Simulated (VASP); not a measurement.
# NbTe (P-6m2) in VASP: notebook

One crystal, NbTe, is run at these levels: PBE; tasks: single point.

Program: VASP 6.6.1. These are calculated values, not measurements. Logs are shortened: lines on timing, memory, paths and dates and some standing lists are left out, and cuts for length are marked.

## (1) Starting point

It takes space group P-6m2 (No. 187, hexagonal). The conventional cell has a = 3.703 Å, b = 3.703 Å, c = 3.694 Å, α = 90.00°, β = 90.00°, γ = 120.00°. Around Te (site symmetry -6m2) lie 6 Nb at 2.83 Å. Around Nb (site symmetry -6m2) lie 6 Te at 2.83 Å.

The cell comes from a database or a generator and needn't be the stable form of this composition.

## (2) Single point, PBE

The input, INCAR:

```
  PREC = Accurate
  ENCUT = 900
  EDIFF = 1E-7
  ISMEAR = 0
  SIGMA = 0.05
  LREAL = False
  LASPH = True
  NELM = 100
  ALGO = Normal
  ISIF = 2
  LWAVE = False
  LCHARG = False
  GGA = PE
  NBANDS = 16
  ADDGRID = False
```

The input, KPOINTS:

```
regular mesh
0
Gamma
  10 10 9
```

The input, POSCAR:

```
NbTe
1.0
    3.7029743866      0.0000000000      0.0000000000
   -1.8514871933      3.2068698884      0.0000000000
    0.0000000000      0.0000000000      3.6942110000
Te Nb
1 1
Direct
    0.6666666667      0.3333333333      0.0000000000
    0.0000000000      0.0000000000      0.5000000000
```

Potentials or basis: VASP PAW PBE potentials, release 64 (Te, Nb_pv).

Run with:

```console
> cat potpaw_PBE.64/Te/POTCAR potpaw_PBE.64/Nb_pv/POTCAR > POTCAR
> mpirun -np 1 vasp_std > vasp.out
```

OUTCAR:

```text
PREC = Accurate
   ENCUT = 900
   EDIFF = 1E-7
   ISMEAR = 0
   LREAL = False
   LASPH = True
   NELM = 100
   ISIF = 2
   GGA = PE

 Found     70 irreducible k-points:

 Following reciprocal coordinates:
            Coordinates               Weight
  0.000000  0.000000  0.000000      1.000000
  0.100000 -0.000000  0.000000      6.000000
  0.200000 -0.000000  0.000000      6.000000
  0.300000  0.000000  0.000000      6.000000
  0.400000 -0.000000  0.000000      6.000000
  0.500000 -0.000000  0.000000      3.000000
   k-points           NKPTS =     70   k-points in BZ     NKDIM =     70   number of bands    NBANDS=     16
   number of dos      NEDOS =    301   number of ions     NIONS =      2
   total plane-waves  NPLWV =  46656
   dimension x,y,z NGX =    36 NGY =   36 NGZ =   36
   dimension x,y,z NGXF=    72 NGYF=   72 NGZF=   72
   ions per type =               1   1
   NGX,Y,Z   is equivalent  to a cutoff of  16.16, 16.16, 16.20 a.u.
   NGXF,Y,Z  is equivalent  to a cutoff of  32.32, 32.32, 32.40 a.u.
 SYSTEM =  unknown system
   PREC   = accura    normal or accurate (medium, high low for compatibility)
   ISTART =      0    job   : 0-new  1-cont  2-samecut
   ICHARG =      2    charge: 1-file 2-atom 10-const
   ISPIN  =      1    spin polarized calculation?
   LNONCOLLINEAR =      F non collinear calculations
   LSORBIT =      F    spin-orbit coupling
   LASPH  =      T    aspherical Exc in radial PAW
   ENCUT  =  900.0 eV  66.15 Ry    8.13 a.u.   9.06  9.06  9.04*2*pi/ulx,y,z
   NELM   =    100;   NELMIN=  2; NELMDL= -5     # of ELM steps
   EDIFF  = 0.1E-06   stopping-criterion for ELM
[... 18 lines left out ...]
     AMIX     =   0.40;   BMIX     =  1.00
     AMIX_MAG =   1.60;   BMIX_MAG =  1.00
  volume/ion in A,a.u.               =      21.93       148.02
  Fermi-wavevector in a.u.,A,eV,Ry     =   1.193548  2.255479 19.382272  1.424557
  Thomas-Fermi vector in A             =   2.329560
   LORBIT       =      0    0 simple, 1 ext, 2 COOP (PROOUT), +10 PAW based schemes
   GGA     = PE    functional components
[... 5 lines left out ...]
 non-spin polarized calculation
 Gauss-broadening in eV      SIGMA  =   0.05
  energy-cutoff  :      900.00
  volume of cell :       43.87
 maximum number of plane-waves:      2712
   NGX = 19   NGY = 19   NGZ = 19

 number of electron      17.0000001 magnetization

 Free energy of the ion-electron system (eV)
  ---------------------------------------------------
  ext. energy  EPLUGINS =         0.00000000
  ---------------------------------------------------
  free energy    TOTEN  =       -13.51163887 eV

  energy without entropy =      -13.50970988  energy(sigma->0) =      -13.51067437

 E-fermi :   8.4150     XC(G=0): -11.2459

 val. band max:        8.4137950930   @ k =   0.2000   0.1000   0.4444
 cond. band min:       8.4471636464   @ k =   0.2000  -0.0000   0.0000
 fundamental gap:      0.0333685534
 Fermi energy:         8.4149867561

 k-point     1 :       0.0000    0.0000    0.0000
  band No.  band energies     occupation
      1     -23.3650      2.00000
      2     -23.1711      2.00000
      3     -23.1711      2.00000
      4      -5.8094      2.00000
      5       5.2945      2.00000
      6       5.2945      2.00000
      7       5.4466      2.00000
      8       6.1289      2.00000
      9       8.5646      0.00002
     10       8.5646      0.00002
     11      10.9128      0.00000
     12      10.9128      0.00000
     13      11.3465      0.00000
     14      14.4310      0.00000
     15      15.5051      0.00000
     16      15.5051      0.00000

 k-point     2 :       0.1000   -0.0000    0.0000
  band No.  band energies     occupation
      1     -23.3628      2.00000
      2     -23.1840      2.00000
      3     -23.1741      2.00000
      4      -5.6875      2.00000
      5       4.7343      2.00000
      6       5.3568      2.00000
      7       5.6634      2.00000
      8       5.8661      2.00000
      9       8.5316      0.00097
     10       8.9646      0.00000
     11      10.1969      0.00000
     12      10.6742      0.00000
     13      12.1193      0.00000
     14      14.2708      0.00000
     15      16.0114      0.00000
     16      16.1567      0.00000

 k-point     3 :       0.2000   -0.0000    0.0000
  band No.  band energies     occupation
      1     -23.3573      2.00000
      2     -23.2173      2.00000
      3     -23.1820      2.00000
      4      -5.3426      2.00000
      5       3.6908      2.00000
      6       5.3852      2.00000
      7       5.5157      2.00000
      8       5.9034      2.00000
      9       8.4472      0.36277
     10       9.4095      0.00000
     11       9.8130      0.00000
     12      10.2181      0.00000
     13      12.7767      0.00000
     14      14.7886      0.00000
     15      16.7979      0.00000
     16      17.2596      0.00000

 k-point     4 :       0.3000    0.0000    0.0000
  band No.  band energies     occupation
      1     -23.3504      2.00000
      2     -23.2582      2.00000
      3     -23.1918      2.00000
      4      -4.8472      2.00000
      5       2.5492      2.00000
      6       4.9710      2.00000
      7       5.6974      2.00000
      8       5.9977      2.00000
      9       8.3468      1.94614
     10       9.1652      0.00000
     11       9.8632      0.00000
     12      10.6871      0.00000
     13      12.7446      0.00000
     14      15.5048      0.00000
     15      17.1544      0.00000
     16      17.3437      0.00000

 k-point     5 :       0.4000   -0.0000    0.0000
  band No.  band energies     occupation
      1     -23.3449      2.00000
      2     -23.2909      2.00000
      3     -23.1996      2.00000
      4      -4.3572      2.00000
      5       1.6259      2.00000
      6       4.7084      2.00000
      7       5.8254      2.00000
      8       5.8857      2.00000
      9       8.2686      1.99997
     10       9.5649      0.00000
     11       9.7014      0.00000
     12      11.3010      0.00000
     13      12.5027      0.00000
     14      14.7019      0.00000
     15      17.1552      0.00000
     16      18.5424      0.00000

 k-point     6 :       0.5000   -0.0000    0.0000
  band No.  band energies     occupation
      1     -23.3428      2.00000
      2     -23.3033      2.00000
      3     -23.2026      2.00000
      4      -4.1363      2.00000
      5       1.2538      2.00000
      6       4.6195      2.00000
      7       5.8073      2.00000
      8       5.8683      2.00000
      9       8.2394      2.00000
     10       9.6671      0.00000
     11       9.9280      0.00000
     12      11.5099      0.00000
     13      12.3060      0.00000
     14      14.2267      0.00000
     15      17.2091      0.00000
     16      19.1745      0.00000

 [... further k-points ...]

------------------------ aborting loop because EDIFF is reached ----------------------------------------

  FORCE on cell =-STRESS in cart. coord.  units (eV):
  Direction    XX          YY          ZZ          XY          YZ          ZX
  --------------------------------------------------------------------------------------
  -------------------------------------------------------------------------------------
  Total       -0.0386661     -0.0386661      0.0859305      0.0000000      0.0000000      0.0000000
  in kB       -1.4121722     -1.4121722      3.1383701      0.0000000      0.0000000      0.0000000
  external PRESSURE =       0.1046752 kB  Pullay stress =       0.0000000 kB

 VOLUME and BASIS-vectors are now :
 -----------------------------------------------------------------------------
  energy-cutoff  :      900.00
  volume of cell :       43.87
      direct lattice vectors                 reciprocal lattice vectors
     3.702974387  0.000000000  0.000000000     0.270053178  0.155915275  0.000000000
    -1.851487193  3.206869888  0.000000000     0.000000000  0.311830550  0.000000000
     0.000000000  0.000000000  3.694211000     0.000000000  0.000000000  0.270693796

 POSITION                                       TOTAL-FORCE (eV/Angst)
 -----------------------------------------------------------------------------------
      1.85149      1.06896      0.00000         0.000000      0.000000      0.000000
      0.00000      0.00000      1.84711        -0.000000     -0.000000      0.000000
 -----------------------------------------------------------------------------------
    total drift:                               -0.000000      0.000000     -0.000000

  FREE ENERGIE OF THE ION-ELECTRON SYSTEM (eV)
  ---------------------------------------------------
  free  energy   TOTEN  =       -13.5116388655 eV

  energy  without entropy=      -13.5097098798  energy(sigma->0) =      -13.51067437
```

Run time: 71 s. Hardware: 1 thread of Intel Xeon Platinum 8488C (Sapphire Rapids), shared host; peak memory 0.28 GiB.

The run converged, but some of its settings lie outside the range that counts as converged, so its numbers aren't taken as properties of the crystal.

What came out:

| Item | Value |
| --- | --- |
| Free energy | -13.5116 eV |
| Pressure | 0.0 GPa |
| Band gap on the k mesh | none (metal or under the smearing width) |

## (3) Single point, PBE

Edit INCAR of step 2 so:

```diff
@@ -1,3 +1,3 @@
   PREC = Accurate
-  ENCUT = 900
+  ENCUT = 650
   EDIFF = 1E-7
```

The input, KPOINTS:

```
regular mesh
0
Gamma
  12 12 11
```

POSCAR is that of step 2.

Potentials or basis: VASP PAW PBE potentials, release 64 (Te, Nb_pv).

Run with:

```console
> cat potpaw_PBE.64/Te/POTCAR potpaw_PBE.64/Nb_pv/POTCAR > POTCAR
> mpirun -np 1 vasp_std > vasp.out
```

Run time: 55 s. Hardware: 1 thread of Intel Xeon Platinum 8488C (Sapphire Rapids), shared host; peak memory 0.25 GiB.

These settings aren't checked as converged: the numbers below hold their error.

What came out:

```
Free energy            : -13.5166 eV
Pressure               : 0.0 GPa
Band gap on the k mesh : none (metal or under the smearing width)
```
